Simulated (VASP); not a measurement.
# Rb2ScCuF6 (Fm-3m) in VASP: notebook

Runs on Rb2ScCuF6. Level: PBE. Tasks: single point.

All numbers are computed with VASP 6.6.1; they aren't measurements. Logs are shortened: lines on timing, memory, paths and dates and some standing lists are left out, and cuts for length are marked.

**1. Starting point**

Symmetry: Fm-3m, No. 225, cubic system. The conventional cell has a = 8.666 Å, b = 8.666 Å, c = 8.666 Å, α = 90.00°, β = 90.00°, γ = 90.00°. Rb (site symmetry -43m) has 12 F at 3.07 Å as nearest neighbours. Sc (site symmetry m-3m) is surrounded by 6 F at 2.04 Å. Cu (site symmetry m-3m) is surrounded by 6 F at 2.29 Å. F (site symmetry 4mm) has 1 Sc at 2.04 Å and 1 Cu at 2.29 Å as nearest neighbours.

The cell comes from a database or a generator and needn't be the stable form of this composition.

**2. Single point, PBE**

INCAR

```
ALGO = Fast
EDIFF = 1E-6
ENCUT = 520
GGA = PE
ISIF = 2
ISMEAR = 0
LASPH = T
LCHARG = F
LREAL = F
LWAVE = F
NBANDS = 52
NELM = 100
PREC = Accurate
SIGMA = 0.01
```

KPOINTS

```
k-points
0
Gamma
  4 4 4
```

POSCAR

```
Rb2ScCuF6
1.0
    0.0000000000      4.3328000000      4.3328000000
    4.3328000000      0.0000000000      4.3328000000
    4.3328000000      4.3328000000      0.0000000000
Rb Sc Cu F
2 1 1 6
Direct
    0.7500000000      0.7500000000      0.7500000000
    0.2500000000      0.2500000000      0.2500000000
    0.0000000000      0.0000000000      0.0000000000
    0.5000000000      0.5000000000      0.5000000000
    0.7641400000      0.2358600000      0.2358600000
    0.2358600000      0.2358600000      0.7641400000
    0.2358600000      0.7641400000      0.7641400000
    0.2358600000      0.7641400000      0.2358600000
    0.7641400000      0.2358600000      0.7641400000
    0.7641400000      0.7641400000      0.2358600000
```

Potentials or basis: VASP PAW PBE potentials, release 64 (Rb_sv, Sc_sv, Cu, F).

The run is started by

```
$ cat potpaw_PBE.64/Rb_sv/POTCAR potpaw_PBE.64/Sc_sv/POTCAR potpaw_PBE.64/Cu/POTCAR potpaw_PBE.64/F/POTCAR > POTCAR
$ mpirun -np 1 vasp_std > vasp.out
```

OUTCAR:

```text
EDIFF = 1E-6
   ENCUT = 520
   GGA = PE
   ISIF = 2
   ISMEAR = 0
   LASPH = T
   LREAL = F
   NELM = 100
   PREC = Accurate

 ion  position               nearest neighbor table
   1  0.750  0.750  0.750-   7 3.07   9 3.07  10 3.07   5 3.07   8 3.07  10 3.07   5 3.07   6 3.07
                             9 3.07   6 3.07   7 3.07   8 3.07   3 3.75   4 3.75   4 3.75   4 3.75
   2  0.250  0.250  0.250-   5 3.07   9 3.07  10 3.07   7 3.07   8 3.07  10 3.07   6 3.07   7 3.07
                             9 3.07   5 3.07   6 3.07   8 3.07   4 3.75   3 3.75   3 3.75   3 3.75
   3  0.000  0.000  0.000-   5 2.04   6 2.04   7 2.04   8 2.04   9 2.04  10 2.04   1 3.75   2 3.75
                             1 3.75   1 3.75   1 3.75   2 3.75   2 3.75   2 3.75
   4  0.500  0.500  0.500-   5 2.29   6 2.29   7 2.29   8 2.29   9 2.29  10 2.29   1 3.75   2 3.75
                             2 3.75   2 3.75   2 3.75   1 3.75   1 3.75   1 3.75
   5  0.764  0.236  0.236-   3 2.04   4 2.29   2 3.07   1 3.07   1 3.07   2 3.07
   6  0.236  0.236  0.764-   3 2.04   4 2.29   2 3.07   1 3.07   1 3.07   2 3.07
   7  0.236  0.764  0.764-   3 2.04   4 2.29   1 3.07   1 3.07   2 3.07   2 3.07
   8  0.236  0.764  0.236-   3 2.04   4 2.29   2 3.07   1 3.07   1 3.07   2 3.07
   9  0.764  0.236  0.764-   3 2.04   4 2.29   1 3.07   1 3.07   2 3.07   2 3.07
  10  0.764  0.764  0.236-   3 2.04   4 2.29   1 3.07   1 3.07   2 3.07   2 3.07

  LATTYP: Found a face centered cubic cell.
 ALAT       =     8.6656000000

  Lattice vectors:

 A1 = (   0.0000000000,   4.3328000000,   4.3328000000)
 A2 = (   4.3328000000,   0.0000000000,   4.3328000000)
 A3 = (   4.3328000000,   4.3328000000,   0.0000000000)

Analysis of symmetry for initial positions (statically):
=====================================================================
 Subroutine PRICEL returns:
 Original cell was already a primitive cell.

 Routine SETGRP: Setting up the symmetry group for a
 face centered cubic supercell.

 Subroutine GETGRP returns: Found 48 space group operations
 (whereof 48 operations were pure point group operations)
 out of a pool of 48 trial point group operations.

The static configuration has the point symmetry O_h .

Analysis of symmetry for dynamics (positions and initial velocities):
=====================================================================
 Subroutine PRICEL returns:
 Original cell was already a primitive cell.

 Routine SETGRP: Setting up the symmetry group for a
 face centered cubic supercell.

 Subroutine GETGRP returns: Found 48 space group operations
 (whereof 48 operations were pure point group operations)
 out of a pool of 48 trial point group operations.

[... 113 lines left out ...]
   EFERMI =   0.00;   METHOD = LEGACY
   ISMEAR =     0;   SIGMA  =   0.01  broadening in eV -4-tet -1-fermi 0-gaus
   EFERMI_NEDOS =   21; number of points for ismear=-14 and -15
   IALGO  =     68    algorithm
   IMIX   =      4    mixing-type and parameters
     AMIX     =   0.40;   BMIX     =  1.00
     AMIX_MAG =   1.60;   BMIX_MAG =  1.00
  volume/ion in A,a.u.               =      16.27       109.78
  Fermi-wavevector in a.u.,A,eV,Ry     =   1.302869  2.462066 23.095455  1.697468
  Thomas-Fermi vector in A             =   2.433909
   LORBIT       =      0    0 simple, 1 ext, 2 COOP (PROOUT), +10 PAW based schemes
   GGA     = PE    functional components
   LHFCALC =     F    Hartree Fock is set to
   AEXX    =    0.0000 exact exchange contribution
   IVDW    =     0    specifies the selected vdW correction
   LEPSILON=     F    determine dielectric tensor
   LRPA    =     F    only Hartree local field effects (RPA)
 non-spin polarized calculation
 RMM-DIIS sequential band-by-band and
 Gauss-broadening in eV      SIGMA  =   0.01
  energy-cutoff  :      520.00
  volume of cell :      162.68
 maximum number of plane-waves:      4398
 NGX is ok and might be reduce to    48
   NGX = 23   NGY = 23   NGZ = 23

 number of electron      82.0000025 magnetization

 Free energy of the ion-electron system (eV)
  ---------------------------------------------------
  ext. energy  EPLUGINS =         0.00000000
  ---------------------------------------------------
  free energy    TOTEN  =       -51.61227634 eV

  energy without entropy =      -51.61227634  energy(sigma->0) =      -51.61227634

 E-fermi :   2.5204     XC(G=0):  -9.1846

 val. band max:        2.4516669094   @ k =   0.5000   0.0000   0.0000
 cond. band min:       3.8915670657   @ k =   0.0000   0.0000   0.0000
 fundamental gap:      1.4399001563
 Fermi energy:         2.5204238307

 k-point     1 :       0.0000    0.0000    0.0000
  band No.  band energies     occupation
      1     -48.1265      2.00000
      2     -26.9814      2.00000
      3     -26.9814      2.00000
      4     -26.9814      2.00000
      5     -24.6408      2.00000
      6     -24.5784      2.00000
[... 429 lines left out ...]
     51       8.7959      0.00000
     52       8.8801      0.00000

------------------------ aborting loop because EDIFF is reached ----------------------------------------

  FORCE on cell =-STRESS in cart. coord.  units (eV):
  Direction    XX          YY          ZZ          XY          YZ          ZX
  --------------------------------------------------------------------------------------
  -------------------------------------------------------------------------------------
  Total        0.0056395      0.0056395      0.0056395      0.0000000     -0.0000000      0.0000000
  in kB        0.0555410      0.0555410      0.0555410      0.0000000     -0.0000000      0.0000000
  external PRESSURE =       0.0555410 kB  Pullay stress =       0.0000000 kB

 VOLUME and BASIS-vectors are now :
 -----------------------------------------------------------------------------
  energy-cutoff  :      520.00
  volume of cell :      162.68
      direct lattice vectors                 reciprocal lattice vectors
     0.000000000  4.332800000  4.332800000    -0.115398818  0.115398818  0.115398818
     4.332800000  0.000000000  4.332800000     0.115398818 -0.115398818  0.115398818
     4.332800000  4.332800000  0.000000000     0.115398818  0.115398818 -0.115398818

 POSITION                                       TOTAL-FORCE (eV/Angst)
 -----------------------------------------------------------------------------------
      6.49920      6.49920      6.49920         0.000000     -0.000000     -0.000000
      2.16640      2.16640      2.16640         0.000000     -0.000000      0.000000
      0.00000      0.00000      0.00000         0.000000     -0.000000      0.000000
      4.33280      4.33280      4.33280         0.000000     -0.000000      0.000000
      2.04387      4.33280      4.33280        -0.006143     -0.000000      0.000000
      4.33280      4.33280      2.04387         0.000000     -0.000000     -0.006143
      6.62173      4.33280      4.33280         0.006143     -0.000000      0.000000
      4.33280      2.04387      4.33280         0.000000     -0.006143      0.000000
      4.33280      6.62173      4.33280         0.000000      0.006143      0.000000
      4.33280      4.33280      6.62173         0.000000     -0.000000      0.006143
 -----------------------------------------------------------------------------------
    total drift:                                0.000000      0.000000      0.000000

  FREE ENERGIE OF THE ION-ELECTRON SYSTEM (eV)
  ---------------------------------------------------
  free  energy   TOTEN  =       -51.6122763450 eV

  energy  without entropy=      -51.6122763450  energy(sigma->0) =      -51.61227634
```

OSZICAR:

```text
N       E                     dE             d eps       ncg     rms          rms(c)
DAV:   1     0.120551425343E+04    0.12055E+04   -0.37242E+04   832   0.171E+03
DAV:   2     0.155105742729E+03   -0.10504E+04   -0.99519E+03   864   0.498E+02
DAV:   3    -0.463999182163E+02   -0.20151E+03   -0.19605E+03  1148   0.228E+02
DAV:   4    -0.585731729955E+02   -0.12173E+02   -0.12122E+02  1448   0.612E+01
[... 26 lines left out ...]
RMM:  31    -0.516122714476E+02   -0.11905E-05   -0.14839E-05   806   0.119E-02    0.142E-03
RMM:  32    -0.516122732618E+02   -0.18141E-05   -0.21217E-05   758   0.111E-02    0.149E-03
RMM:  33    -0.516122741663E+02   -0.90450E-06   -0.11848E-05   733   0.105E-02    0.146E-03
RMM:  34    -0.516122755749E+02   -0.14086E-05   -0.17282E-05   710   0.100E-02    0.187E-03
RMM:  35    -0.516122763450E+02   -0.77009E-06   -0.98539E-06   689   0.950E-03
   1 F= -.51612276E+02 E0= -.51612276E+02  d E =-.407295E-23
```

Wall time 5.2 min (1 thread of Intel Xeon Platinum 8488C (Sapphire Rapids), shared host); peak memory 0.36 GiB.

Results:

```
Free energy            : -51.6123 eV
Pressure               : 0.0 GPa
Largest force          : 0.006 eV/Å
Band gap on the k mesh : 1.44 eV, indirect (least direct gap 1.57 eV)
```

Forces on the atoms (eV/Å):
```
Rb   0.000  0.000  0.000
Rb   0.000  0.000  0.000
Sc   0.000  0.000  0.000
Cu   0.000  0.000  0.000
F   -0.006  0.000  0.000
F    0.000  0.000 -0.006
F    0.006  0.000  0.000
F    0.000 -0.006  0.000
F    0.000  0.006  0.000
F    0.000  0.000  0.006
```

**3. Single point, PBE**

INCAR

```
PREC = Accurate
ENCUT = 520
EDIFF = 1E-6
ISMEAR = 0
SIGMA = 0.01
LREAL = F
LASPH = T
NELM = 100
ALGO = Fast
ISIF = 2
LWAVE = F
LCHARG = T
GGA = PE
LELF = T
LVHAR = T
NBANDS = 52
```

KPOINTS

```
Automatic mesh
0
Gamma
  4 4 4
```

POSCAR is that of step 2.

Potentials or basis: VASP PAW PBE potentials, release 64 (Rb_sv, Sc_sv, Cu, F).

The run is started by

```
$ cat potpaw_PBE.64/Rb_sv/POTCAR potpaw_PBE.64/Sc_sv/POTCAR potpaw_PBE.64/Cu/POTCAR potpaw_PBE.64/F/POTCAR > POTCAR
$ mpirun -np 1 vasp_std > vasp.out
```

Wall time 5.7 min (1 thread of Intel Xeon Platinum 8488C (Sapphire Rapids), shared host); peak memory 0.36 GiB.

It converged, with:

| Property | Result |
| --- | --- |
| Free energy | -51.6123 eV |
| Pressure | 0.0 GPa |
| Largest force | 0.006 eV/Å |
| Band gap on the k mesh | 1.44 eV, indirect (least direct gap 1.57 eV) |

Forces in eV/Å, atoms in the order of the input:
```
Rb   0.000  0.000  0.000
Rb   0.000  0.000  0.000
Sc   0.000  0.000  0.000
Cu   0.000  0.000  0.000
F   -0.006  0.000  0.000
F    0.000  0.000 -0.006
F    0.006  0.000  0.000
F    0.000 -0.006  0.000
F    0.000  0.006  0.000
F    0.000  0.000  0.006
```

Levels at points of the mesh, in eV from the valence-band top:
| k point | band 39 | band 40 | band 41 | band 42 | band 43 | band 44 |
| --- | --- | --- | --- | --- | --- | --- |
| (0.00, 0.00, 0.00) | -0.52 | -0.13 | -0.13 | 1.44 | 2.25 | 2.25 |
| (0.50, 0.00, 0.00) | -0.47 | 0.00 | 0.00 | 2.25 | 2.26 | 2.26 |
| (0.50, 0.50, 0.00) | -0.45 | -0.12 | -0.10 | 2.15 | 2.28 | 2.32 |

A k mesh can miss the band edges. As with any semilocal functional, this PBE gap is likely too small.
